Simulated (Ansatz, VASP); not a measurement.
**Ta (Ta(110)): VASP beside Ansatz**

One calculation is typed for both programs; each brings its own data sets. How far apart do they land? The cell is taken from a series of runs on this material, whose earlier steps may have relaxed, scaled, displaced or heated it; both programs get it as it stands.

Method: plane waves, with VASP 6.6.1 beside it; single point at PBE, spin-orbit coupling, in Ansatz 0.2.0.

## (1) The starting structure

The cell holds 7 atoms: 7 Ta. Its edges and angles: a = 2.867 Å, b = 2.867 Å, c = 32.043 Å, α = 90.0°, β = 90.0°, γ = 70.5°. Vacuum lies along c.

## (2) Ansatz: single point, PBE, spin-orbit coupling

Ansatz runs on its fully relativistic PAW (standard-fr) files.

With cell and atoms fixed, the geometry can't cause a difference; cores, projectors, grids and the points listed under the comparison can.

input.yaml

```yaml
crystal:
  lattice:
    - [2.3405234457, -1.655, 0.0]
    - [2.3405234457, 1.655, 0.0]
    - [0.0, 0.0, 32.0431406744]
  atoms:
    - { symbol: Ta, position: [0.0, 0.0, 0.2808713444] }
    - { symbol: Ta, position: [0.5, 0.5, 0.3539142296] }
    - { symbol: Ta, position: [0.0, 0.0, 0.4269571148] }
    - { symbol: Ta, position: [0.5, 0.5, 0.5] }
    - { symbol: Ta, position: [0.0, 0.0, 0.5730428852] }
    - { symbol: Ta, position: [0.5, 0.5, 0.6460857704] }
    - { symbol: Ta, position: [0.0, 0.0, 0.7191286556] }
kpoints:
  mp_grid: { grid: [15, 15, 1] }
hamiltonian:
  xc: pbe
  pseudopotentials: { kind: paw_fr }
scf:
  occupations: { method: fermi_dirac, width: 0.1 }
  convergence: { dr2_threshold: 1.0e-09 }
efield:
  axis: 3
  dipole_correction: true
  ramp_position: 0.97
  ramp_width: 0.06
magnetization:
  noncollinear: true
  spin_orbit: true
output:
  write_potential: true
  write_density: true
  volumetric_format: npy
```

Started as:

```
ansatz run input.yaml --threads 2 --pin off --max-ram 3072MiB --backend cpu --events-out ev --progress --plain --runs-dir out
```

Numbers of over 12 decimals in the logs are rounded to 6 here.

Output:

```text
Engine: ansatz 0.2.0, aarch64-unknown-linux-gnu
Pseudopotentials: kind: paw_fr
Pseudopotential: Ta, paw_fr, valence charge 13, recommended cutoff 420 eV (normal), Ta.paw.azcp#standard-fr
Functional definition: PBE
  parameter kappa = 0.804
  parameter beta = 0.066725
  exchange = pbe_x(kappa = kappa, mu = beta*pi^2/3)
  correlation = pbe_c(beta = beta)
non-collinear run that drives no moment, with spin-orbit: no starting moment large enough to seed its density (crystal.atoms[].spin), no starting occupations that ask for one, no magnetisation constraint and no magnetic field, so the semilocal B_xc is pinned to zero
Crystal: 7 atoms, lattice volume = 248.242 Å³
Basis set: ecut = 420 eV, 4877 PW (Γ)
Bands: 110, of which v1, the nominal top of the filled ones, is band 91 counted from 1 (90 counted from 0)
Symmetry: 4 space group operations + 4 with time reversal
k-points: 64 of 225
Projection manifold: j_resolved (fully-relativistic pseudo-atomic orbitals)
Non-local potential: Ta, projectors of the file, l = 0: 3, l = 1: 4, l = 2: 4, l = 3: 2
PAW form: soft (Blöchl's): semilocal exchange-correlation on the pseudo side does not see the compensation charge
PAW one-centre angular grid: Ta, 590 points (default); XC on 64 Gauss nodes
Initial density: superposition of atomic densities (neutral atoms: chi_scale 0, normalization atom)
Initial wavefunctions: pseudopotential atomic-orbital guess
Functional: x = pbe(κ = 0.804, μ = 0.219515), c = pbe(β = 0.066725)
SCF iter   1: F=—  HF=-69685.351092 eV  |F-HF|=—  |Δ(HF+E_count)|=         —  Δρ=4.60e-2  dr2=1.47e2  dr2_m=0.00e0 (ungated)  ethr=3.10e-3  |M|=0.00e0 ∫|m|=0.00e0 μB  |m|>n=0.0e0 m-floor=0.0e0 τ_xc=0.0e0  β_m=1.00  p=0.000 e·Å  D=8.20e-14 V/Å  ΔV_dip=-0.00 eV  dr2_dipole=1.97e-6  V_vac-E_F(+/−)=7.82/7.82 eV  ⟨swp⟩=8.3  Hψ=38301  notcnv=0  defer=32
efield: sawtooth ramp at fractional position 0.9700 (set: `efield.ramp_position`, or a place that a band, a saddle search or an elastic batch's reference lends), width 0.0600; the density the first Hamiltonian is built on has a dipole p = 0.000 e·Å; the dipole correction subtracts the counter field D = 8.20e-14 V/Å, which shifts the + side's vacuum level by -0.00 eV against the − side's; the planar-averaged density in the ramp window peaks in size at 1.9e-6 e/Å³
preconditioner: auto → LDOS  [metal: Δε(μ)=0.023 eV  Ē_g=4.409 eV  σ=0.100 eV  W_gap=0.06  n_scr=22 (ndim 8)  ℏωp=13.9 eV  f_vac=0.431  D(μ)=5.77/eV (n_scr^D=20)  β→1.0]
spin=Noncollinear: LDOS preconditioning applied to the charge; magnetization (m_x, m_y, m_z) channels mix plain (no charge-response kernel on spin).
SCF iter   2: F=—  HF=-69685.880181 eV  |F-HF|=—  |Δ(HF+E_count)|=   5.29e-1  Δρ=4.19e-2  dr2=1.83e2  dr2_m=0.00e0 (ungated)  ethr=3.10e-3  |M|=0.00e0 ∫|m|=0.00e0 μB  |m|>n=0.0e0 m-floor=0.0e0 τ_xc=0.0e0  β_m=0.69  p=-0.001 e·Å  D=-4.15e-4 V/Å  ΔV_dip=0.01 eV  dr2_dipole=8.71e-4  V_vac-E_F(+/−)=0.52/0.50 eV  ⟨swp⟩=14.1  Hψ=39724  notcnv=0  defer=149
SCF iter   3: F=—  HF=-69681.490715 eV  |F-HF|=—  |Δ(HF+E_count)|=    4.39e0  Δρ=7.37e-3  dr2=2.50e-1  dr2_m=0.00e0 (ungated)  ethr=3.10e-3  |M|=0.00e0 ∫|m|=0.00e0 μB  |m|>n=0.0e0 m-floor=0.0e0 τ_xc=0.0e0  β_m=0.78  p=-0.000 e·Å  D=-2.34e-4 V/Å  ΔV_dip=0.01 eV  dr2_dipole=5.64e-5  V_vac-E_F(+/−)=4.36/4.35 eV  ⟨swp⟩=12.6  Hψ=30703  notcnv=0  defer=56
SCF iter   4: F=—  HF=-69681.496678 eV  |F-HF|=—  |Δ(HF+E_count)|=   5.96e-3  Δρ=2.26e-3  dr2=6.23e-2  dr2_m=0.00e0 (ungated)  ethr=2.74e-4  |M|=0.00e0 ∫|m|=0.00e0 μB  |m|>n=0.0e0 m-floor=0.0e0 τ_xc=0.0e0  β_m=0.81  p=-0.001 e·Å  D=-4.57e-4 V/Å  ΔV_dip=0.01 eV  dr2_dipole=7.55e-6  V_vac-E_F(+/−)=4.32/4.30 eV  ⟨swp⟩=4.2  Hψ=12536  notcnv=0  defer=83
SCF iter   5: F=—  HF=-69681.495896 eV  |F-HF|=—  |Δ(HF+E_count)|=   7.83e-4  Δρ=6.27e-4  dr2=1.64e-3  dr2_m=0.00e0 (ungated)  ethr=6.84e-5  |M|=0.00e0 ∫|m|=0.00e0 μB  |m|>n=0.0e0 m-floor=0.0e0 τ_xc=0.0e0  β_m=0.86  p=-0.000 e·Å  D=-2.48e-4 V/Å  ΔV_dip=0.01 eV  dr2_dipole=7.82e-10  V_vac-E_F(+/−)=4.58/4.57 eV  ⟨swp⟩=2.2  Hψ=8082  notcnv=0  defer=72
SCF iter   6: F=—  HF=-69681.496140 eV  |F-HF|=—  |Δ(HF+E_count)|=   2.44e-4  Δρ=2.50e-4  dr2=4.81e-4  dr2_m=0.00e0 (ungated)  ethr=1.80e-6  |M|=0.00e0 ∫|m|=0.00e0 μB  |m|>n=0.0e0 m-floor=0.0e0 τ_xc=0.0e0  β_m=0.79  p=-0.000 e·Å  D=-2.60e-5 V/Å  ΔV_dip=0.00 eV  dr2_dipole=1.11e-7  V_vac-E_F(+/−)=4.79/4.78 eV  ⟨swp⟩=3.1  Hψ=13226  notcnv=0  defer=70
SCF iter   7: F=—  HF=-69681.496093 eV  |F-HF|=—  |Δ(HF+E_count)|=   4.73e-5  Δρ=6.42e-5  dr2=2.88e-5  dr2_m=0.00e0 (ungated)  ethr=5.29e-7  |M|=0.00e0 ∫|m|=0.00e0 μB  |m|>n=0.0e0 m-floor=0.0e0 τ_xc=0.0e0  β_m=0.75  p=0.000 e·Å  D=8.69e-6 V/Å  ΔV_dip=-0.00 eV  dr2_dipole=2.90e-8  V_vac-E_F(+/−)=4.81/4.81 eV  ⟨swp⟩=2.0  Hψ=11356  notcnv=0  defer=70
[...]
SCF 1 converged in 14 iterations: F = -69681.496098 eV  dr2 = 3.69e-12
  greatest PAW one-centre occupation: 0.999 electrons in one spin orbital (limit 2), on the Ta atom at site 3 (counted from 0), in its partial waves of l = 0
WARN: The input density's exchange-correlation potential varies sharply where the density is thin. Do not read a vacuum level from v_tot or v_xc, or from such a field of the output density. On a cell that repeats whose density bears no net charge and no dipole along the vacuum's axis use v_es (v_loc + v_h of the components); under efield.dipole_correction with no amplitude use v_es + v_field, which holds any external [...]
SCF converged after 14 iterations
an eigenvalue changed by more than its tolerance at an iteration that met the thresholds in force, so the SCF went on 2 times: the last check was not made
the last check of whether an eigenvalue changes by more than its tolerance under the output density was not made (no_room)
Magnetization: |M| = 0.0000 μB,  M = (+0.0000, +0.0000, +0.0000) μB
Absolute magnetization: 0.0000 μB (∫|m|)
  site 0: m = (+0.0000, +0.0000, +0.0000) μB, |m| = 0.0000 μB  (R = 1.18 Å)
  site 1: m = (+0.0000, +0.0000, +0.0000) μB, |m| = 0.0000 μB  (R = 1.18 Å)
  site 2: m = (+0.0000, +0.0000, +0.0000) μB, |m| = 0.0000 μB  (R = 1.18 Å)
  site 3: m = (+0.0000, +0.0000, +0.0000) μB, |m| = 0.0000 μB  (R = 1.18 Å)
  site 4: m = (+0.0000, +0.0000, +0.0000) μB, |m| = 0.0000 μB  (R = 1.18 Å)
  site 5: m = (+0.0000, +0.0000, +0.0000) μB, |m| = 0.0000 μB  (R = 1.18 Å)
  site 6: m = (+0.0000, +0.0000, +0.0000) μB, |m| = 0.0000 μB  (R = 1.18 Å)
Free energy (F): -69681.496098 eV
Harris-Foulkes:  -69681.496098 eV  (|F-HF|=5.82e-11)
Internal energy: -69681.172518 eV  (E = F + TS)
E sigma→0 (E₀):  -69681.334308 eV
Entropy (-TS):   -0.323580 eV (-46.226 meV/atom)
Fermi energy:    7.256667 eV
Dipole field:    D = 0.000000 V/Å  (p = 0.000000 e·Å, saw-weighted, corrected)
Work function:   Φ+ = 4.7890 eV   Φ− = 4.7891 eV
Levels:          The Fermi level and band energies are counted from a zero that moves with the ramp; work functions are not
--- Per-component energies (eV) ---
  E_band       = -1782.607149
  E_kinetic    = 2552.575738
  E_local      = -128830.889919  (includes V_loc(G=0)·N_el)
  E_nonlocal   = 80.790652
  E_hartree    = 63311.139865
  E_xc         = -1522.307271
  E_vxc        = -1420.614758  (∫ρ·V_xc dr)
  E_paw        = -58911.846879  (= ΣΔE_a)
  E_vpaw       = -786.748967  (= ΣTr[D̂ρ^β])
  E_aug_tail   = 0.000946  (compensation charges beyond the density's cutoff)
  E_efield     = 0.000000  (sawtooth field / dipole correction)
  E_vefield    = 0.000000  (∫n·V_field dr)
  E_ewald      = 53639.364350
  E_smearing   = -0.323580  (= −TS)
  E_closure    = -0.000000  (closes the sum)
  Σ components = -69681.496098   (vs F -69681.496098, Δ=0.00e0)
--- Band table (eV; the first three rows and the last of 64) ---
  k-point 0: bands = [... 87 lower, 7.3841, 7.4759, 7.4759, 7.7249, 7.7249, 7.7692, 7.7692, 7.8833, ... 15 higher]
  k-point 1: bands = [... 87 lower, 7.2930, 7.4646, 7.4646, 7.6469, 7.6469, 7.7432, 7.7432, 7.7748, ... 15 higher]
  k-point 2: bands = [... 87 lower, 7.1255, 7.2966, 7.2966, 7.4056, 7.4056, 7.5281, 7.5281, 7.6017, ... 15 higher]
  k-point 63: bands = [... 87 lower, 7.6786, 7.9607, 7.9607, 8.8009, 8.8009, 9.0799, 9.0799, 9.2639, ... 15 higher]
```

## (3) VASP: single point, PBE, spin-orbit coupling

The same cell, functional, mesh and smearing now go to VASP, with its own data sets.

Lines of VASP's logs that name or quote its potential files are left out, and so is its time.

INCAR

```
SYSTEM = Ta
PREC = Accurate
ENCUT = 400
EDIFF = 1E-06
NELM = 200
ISMEAR = -1
SIGMA = 0.1
LREAL = .FALSE.
ALGO = Normal
GGA = PE
LNONCOLLINEAR = .TRUE.
MAGMOM = 0 0 0 0 0 0 0 0 0 0 0 0 0 0 0 0 0 0 0 0 0
NBANDS = 94
GGA_COMPAT = .FALSE.
LASPH = .TRUE.
LSORBIT = .TRUE.
LMAXMIX = 4
LORBIT = 11
LWAVE = .FALSE.
LCHARG = .FALSE.
ISIF = 2
LDIPOL = .TRUE.
IDIPOL = 3
DIPOL = 0.5 0.5 0.5
LVHAR = .TRUE.
NELMDL = -8
KPAR = 2
```

POSCAR

```
Ta
1.0
    2.3405234457     -1.6550000000      0.0000000000
    2.3405234457      1.6550000000      0.0000000000
    0.0000000000      0.0000000000     32.0431406744
Ta
7
Direct
    0.0000000000      0.0000000000      0.2808713444
    0.5000000000      0.5000000000      0.3539142296
    0.0000000000      0.0000000000      0.4269571148
    0.5000000000      0.5000000000      0.5000000000
    0.0000000000      0.0000000000      0.5730428852
    0.5000000000      0.5000000000      0.6460857704
    0.0000000000      0.0000000000      0.7191286556
```

KPOINTS

```
Automatic mesh
0
Gamma
15 15 1
0 0 0
```

Potentials, in the order of the species: Ta_pv (PBE family, release 64).

Started as:

```
mpirun -np 2 vasp_ncl
```

Output:

```text
[banner, memory and clock lines left out]
running    2 mpi-ranks, on    1 nodes
 distrk:  each k-point on    1 cores,    2 groups
 distr:  one band on    1 cores,    1 groups

 POSCAR found type information on POSCAR Ta
 POSCAR found :  1 types and       7 ions
 LDA part: xc-table for (Slater+PW92), standard interpolation
 POSCAR, INCAR and KPOINTS ok, starting setup
 FFT: planning ... GRIDC
 FFT: planning ... GRID_SOFT
 FFT: planning ... GRID
 WAVECAR not read
 entering main loop
       N       E                     dE             d eps       ncg     rms          rms(c)
DAV:   1     0.658647703839E+03    0.65865E+03   -0.39372E+04 15328   0.126E+03
DAV:   2    -0.562528178619E+02   -0.71490E+03   -0.69689E+03 13570   0.397E+02
DAV:   3    -0.900703016560E+02   -0.33817E+02   -0.31969E+02 15724   0.756E+01
DAV:   4    -0.915701242866E+02   -0.14998E+01   -0.14549E+01 15792   0.139E+01
DAV:   5    -0.916397703688E+02   -0.69646E-01   -0.68953E-01 16240   0.250E+00
DAV:   6    -0.916428444453E+02   -0.30741E-02   -0.30549E-02 15976   0.476E-01
DAV:   7    -0.916430581472E+02   -0.21370E-03   -0.21290E-03 16088   0.100E-01
DAV:   8    -0.916430721197E+02   -0.13972E-04   -0.13923E-04 14648   0.216E-02    0.345E+01
DAV:   9    -0.161148421067E+03   -0.69505E+02   -0.38034E+02 18094   0.812E+01    0.339E+01
DAV:  10    -0.106805830146E+03    0.54343E+02   -0.10496E+03 17602   0.706E+01    0.279E+01
DAV:  11    -0.942348087951E+02    0.12571E+02   -0.15171E+02 15444   0.357E+01    0.130E+01
DAV:  12    -0.858417022516E+02    0.83931E+01   -0.32506E+01 16106   0.170E+01    0.627E+00
DAV:  13    -0.860162074946E+02   -0.17451E+00   -0.68044E+00 15936   0.831E+00    0.501E+00
DAV:  14    -0.860542066155E+02   -0.37999E-01   -0.64074E-01 15248   0.385E+00    0.470E+00
[...]
DAV:  29    -0.855455079769E+02   -0.25680E-04   -0.27118E-06  9262   0.457E-03    0.174E-03
DAV:  30    -0.855455154899E+02   -0.75129E-05   -0.15029E-06  8714   0.202E-03    0.133E-03
DAV:  31    -0.855455282127E+02   -0.12723E-04   -0.44062E-07  8152   0.207E-03    0.771E-04
DAV:  32    -0.855455433134E+02   -0.15101E-04   -0.82527E-07  8380   0.250E-03    0.641E-04
DAV:  33    -0.855455473827E+02   -0.40693E-05   -0.17589E-07  7974   0.898E-04    0.466E-04
DAV:  34    -0.855455505130E+02   -0.31303E-05   -0.20017E-07  7914   0.754E-04    0.206E-04
DAV:  35    -0.855455519797E+02   -0.14667E-05   -0.10993E-07  7770   0.543E-04    0.648E-05
DAV:  36    -0.855455522368E+02   -0.25710E-06   -0.21509E-08  7242   0.303E-04
   1 F= -.85545552E+02 E0= -.85384423E+02  d E =-.322258E+00  mag=     0.0000     0.0000     0.0000
```

(Continued in part 2 of 2.)

[Lines on the potential files, build, host, timing and source positions are cut from VASP's logs without a mark.]

[Logs are printed without paths, hosts, clocks, repeated set-up lines and the standing remarks that a program may print on its own settings, such as how far it seeks lower states.]

[Hosts, paths, dates, database ids (printed as entryN), source tags and the programs' standing remarks are cut or masked in the printed files.]
